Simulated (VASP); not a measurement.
Consider the following.

```xyz
2
Lattice="0.0000 2.6489 2.6489 2.6489 0.0000 2.6489 2.6489 2.6489 0.0000" Properties=species:S:1:pos:R:3 pbc="T T T"
K      0.0000     0.0000     0.0000
F      2.6489     2.6489     2.6489
```

The numbers are results of SCAN meta-GGA, VASP's PBE PAW potentials (set 64) (plane waves; VASP), not measurements. Numerical set-up: 520 eV cut-off, 9×9×9 Γ-centred mesh, Gaussian smearing of 0.050 eV, potentials K_sv F.

### Question
What does the run give for the energy per atom (σ→0), band gap (on the k-mesh) with the smallest direct gap where there is one?

### Answer

| Property | Result |
|---|---|
| band gap (on the k-mesh) | 6.88 eV |
| smallest direct gap (on the k-mesh) | 6.88 eV |
| energy per atom (σ→0) | -8.847 eV/atom |

Total energies compare only between runs with the same potentials, cut-off and functional.

The compound is KF in the rock salt structure. It was relaxed first.
